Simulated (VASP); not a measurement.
Method: PBE GGA with D3 dispersion (Becke-Johnson damping), VASP's PBE PAW potentials (set 64) (plane waves; VASP).

VASP ran on this input.

### KPOINTS
```
k-points along high-symmetry lines
15
Line-mode
Reciprocal
  0.000000   0.000000   0.000000 ! GAMMA
  0.000000   0.500000   0.000000 ! X

  0.000000   0.500000   0.000000 ! X
  0.500000   0.500000   0.000000 ! M

  0.500000   0.500000   0.000000 ! M
  0.000000   0.000000   0.000000 ! GAMMA

  0.000000   0.000000   0.000000 ! GAMMA
  0.500000   0.500000   0.500000 ! R

  0.500000   0.500000   0.500000 ! R
  0.000000   0.500000   0.000000 ! X

  0.500000   0.500000   0.500000 ! R
  0.500000   0.500000   0.000000 ! M
```

File POSCAR:
```
SrTiO3
1
    3.9147562609     0.0000000000     0.0000000000
    0.0000000000     3.9147562609     0.0000000000
   -0.0000000000     0.0000000000     3.9147562609
Sr Ti O
1 1 3
Direct
  0.0000000000   0.0000000000   0.0000000000
  0.5000000000   0.5000000000   0.5000000000
  0.5000000000   0.0000000000   0.5000000000
  0.0000000000   0.5000000000   0.5000000000
  0.5000000000   0.5000000000   0.0000000000
```

INCAR:
```
! general
SYSTEM  = SrTiO3
PREC    = Accurate
ENCUT   = 520
LREAL   = .FALSE.
LASPH   = .TRUE.
ICHARG  = 11

! electronic loop
EDIFF   = 1E-7
NELM    = 100
ALGO    = Normal
LMAXMIX = 4

! smearing
ISMEAR  = 0
SIGMA   = 0.05

! functional
GGA     = PE
IVDW    = 12

! output
LWAVE   = .FALSE.
LCHARG  = .FALSE.
LORBIT  = 11
```

POTCAR, in this order: Sr_sv Ti_sv O (PBE.64 set). Program: vasp_std. Read from the step before: CHGCAR.

Output of the run:

**OUTCAR**
```
 ion  position               nearest neighbor table
   1  0.000  0.000  0.000-   3 2.77   4 2.77   5 2.77   3 2.77   4 2.77   4 2.77   5 2.77   4 2.77
                             3 2.77   5 2.77   3 2.77   5 2.77   2 3.39   2 3.39   2 3.39   2 3.39
   2  0.500  0.500  0.500-   3 1.96   4 1.96   5 1.96   5 1.96   3 1.96   4 1.96   1 3.39   1 3.39
                             1 3.39   1 3.39   1 3.39   1 3.39   1 3.39   1 3.39
   3  0.500  0.000  0.500-   2 1.96   2 1.96   1 2.77   1 2.77   1 2.77   1 2.77
   4  0.000  0.500  0.500-   2 1.96   2 1.96   1 2.77   1 2.77   1 2.77   1 2.77
   5  0.500  0.500  0.000-   2 1.96   2 1.96   1 2.77   1 2.77   1 2.77   1 2.77
  LATTYP: Found a simple cubic cell.
 ALAT       =     3.9147562609
 Subroutine PRICEL returns:
 Original cell was already a primitive cell.
 Subroutine GETGRP returns: Found 48 space group operations
The static configuration has the point symmetry O_h .
The dynamic configuration has the point symmetry O_h .
 Subroutine INISYM returns: Found 48 space group operations
   k-points           NKPTS =     90   k-points in BZ     NKDIM =     90   number of bands    NBANDS=     24
   number of dos      NEDOS =    301   number of ions     NIONS =      5
   total plane-waves  NPLWV =  27000
   dimension x,y,z NGX =    30 NGY =   30 NGZ =   30
   dimension x,y,z NGXF=    60 NGYF=   60 NGZF=   60
   ions per type =               1   1   3
   PREC   = accura    normal or accurate (medium, high low for compatibility)
   ISTART =      0    job   : 0-new  1-cont  2-samecut
   ICHARG =     11    charge: 1-file 2-atom 10-const
   ISPIN  =      1    spin polarized calculation?
   LNONCOLLINEAR =      F non collinear calculations
   LSORBIT =      F    spin-orbit coupling
   INIWAV =      1    electr: 0-lowe 1-rand  2-diag
   ENCUT  =  520.0 eV  38.22 Ry    6.18 a.u.   7.28  7.28  7.28*2*pi/ulx,y,z
   NELM   =    100;   NELMIN=  2; NELMDL= -5     # of ELM steps
   EDIFF  = 0.1E-06   stopping-criterion for ELM
   LREAL  =      F    real-space projection
   NLSPLINE    = F    spline interpolate recip. space projectors
   LMAXMIX     =    4 max onsite mixed and CHGCAR
   VOSKOWN=      0    Vosko Wilk Nusair interpolation
   EDIFFG = 0.1E-05   stopping-criterion for IOM
   NSW    =      0    number of steps for IOM
   NBLOCK =      1;   KBLOCK =      1    inner block; outer block
   IBRION =     -1    ionic relax: 0-MD 1-quasi-New 2-CG
   NFREE  =      0    steps in history (QN), initial steepest desc. (CG)
   ISIF   =      2    stress and relaxation
   ISYM   =      2    0-nonsym 1-usesym 2-fastsym
   TEIN   =    0.0    initial temperature
   TEBEG  =    0.0;   TEEND  =   0.0 temperature during run
   SMASS  =  -3.00    Nose mass-parameter (am)
   PSTRESS=    0.0 pullay stress
   NELECT =      40.0000    total number of electrons
   EFERMI =   0.00;   METHOD = LEGACY
   ISMEAR =     0;   SIGMA  =   0.05  broadening in eV -4-tet -1-fermi 0-gaus
   IALGO  =     38    algorithm
   LDIAG  =      T    sub-space diagonalisation (order eigenvalues)
   IMIX   =      4    mixing-type and parameters
     AMIX     =   0.40;   BMIX     =  1.00
     AMIX_MAG =   1.60;   BMIX_MAG =  1.00
     AMIN     =   0.10
   GGA     = PE    functional components
   VOSKOWN =     0    Vosko Wilk Nusair interpolation
   LHFCALC =     F    Hartree Fock is set to
   LHFONE  =     F    Hartree Fock one center treatment
   AEXX    =    0.0000 exact exchange contribution
   IVDW    =    12    specifies the selected vdW correction
   LEPSILON=     F    determine dielectric tensor
   LRPA    =     F    only Hartree local field effects (RPA)
  energy-cutoff  :      520.00
  volume of cell :       59.99
      direct lattice vectors                 reciprocal lattice vectors
     3.914756261  0.000000000  0.000000000     0.255443745  0.000000000  0.000000000
     0.000000000  3.914756261  0.000000000     0.000000000  0.255443745  0.000000000
     0.000000000  0.000000000  3.914756261     0.000000000  0.000000000  0.255443745
 k-point     1 :   0.0000 0.0000 0.0000  plane waves:    1575
 k-point     2 :   0.0000 0.0357 0.0000  plane waves:    1607
 k-point     3 :   0.0000 0.0714 0.0000  plane waves:    1607
 k-point     4 :   0.0000 0.1071 0.0000  plane waves:    1623
 k-point     5 :   0.0000 0.1429 0.0000  plane waves:    1615
...
```

**OSZICAR**
```
       N       E                     dE             d eps       ncg     rms          rms(c)
DAV:   1     0.420375429595E+03    0.42038E+03   -0.22275E+04  4320   0.188E+03
DAV:   2     0.116558022322E+02   -0.40872E+03   -0.40175E+03  4840   0.495E+02
DAV:   3    -0.366462059671E+02   -0.48302E+02   -0.46277E+02  7048   0.143E+02
DAV:   4    -0.387150884623E+02   -0.20689E+01   -0.20676E+01  5440   0.287E+01
DAV:   5    -0.387911213281E+02   -0.76033E-01   -0.76032E-01  6280   0.456E+00
DAV:   6    -0.387921030155E+02   -0.98169E-03   -0.98169E-03  5680   0.535E-01
DAV:   7    -0.387921260451E+02   -0.23030E-04   -0.23030E-04  6344   0.721E-02
DAV:   8    -0.387921264403E+02   -0.39511E-06   -0.39511E-06  5736   0.857E-03
DAV:   9    -0.387921264484E+02   -0.81773E-08   -0.81387E-08  4160   0.126E-03
   1 F= -.40109474E+02 E0= -.40109474E+02  d E =-.562184E-21
```

File OUTCAR:
```
 val. band max:        4.1043578298   @ k =   0.5000   0.5000   0.5000

 cond. band min:       5.9455032718   @ k =   0.0000   0.0000   0.0000



 k-point     1 :       0.0000    0.0000    0.0000
  band No.  band energies     occupation
      1     -52.3923      2.00000
      2     -28.7086      2.00000
      3     -28.6336      2.00000
      4     -28.6336      2.00000
      5     -28.6336      2.00000
      6     -13.2968      2.00000
      7     -12.3191      2.00000
      8     -12.3191      2.00000
      9     -10.6981      2.00000
     10     -10.6981      2.00000
     11     -10.6981      2.00000
     12       1.2869      2.00000
     13       1.2869      2.00000
     14       1.2869      2.00000
     15       2.9472      2.00000
     16       2.9472      2.00000
     17       2.9472      2.00000
     18       3.7445      2.00000
     19       3.7445      2.00000
     20       3.7445      2.00000
     21       5.9455      0.00000
     22       5.9455      0.00000
     23       5.9455      0.00000
     24       8.3559      0.00000

 k-point     2 :       0.0000    0.0357    0.0000
  band No.  band energies     occupation
      1     -52.3923      2.00000
      2     -28.7104      2.00000
      3     -28.6336      2.00000
      4     -28.6336      2.00000
      5     -28.6325      2.00000
      6     -13.2968      2.00000
      7     -12.3210      2.00000
      8     -12.3189      2.00000
      9     -10.6975      2.00000
     10     -10.6975      2.00000
     11     -10.6886      2.00000
     12       1.2697      2.00000
     13       1.2861      2.00000
     14       1.2861      2.00000
     15       2.9294      2.00000
     16       2.9294      2.00000
     17       2.9352      2.00000
     18       3.6998      2.00000
     19       3.7343      2.00000
     20       3.7343      2.00000
     21       5.9475      0.00000
     22       5.9774      0.00000
     23       5.9774      0.00000
     24       8.3590      0.00000

...
```

The density is held fixed in this step, so its total energy and stress have no physical meaning.

The compound is SrTiO3 in the cubic perovskite structure, the ideal cubic form; the compound distorts at low or room temperature. It was relaxed first.
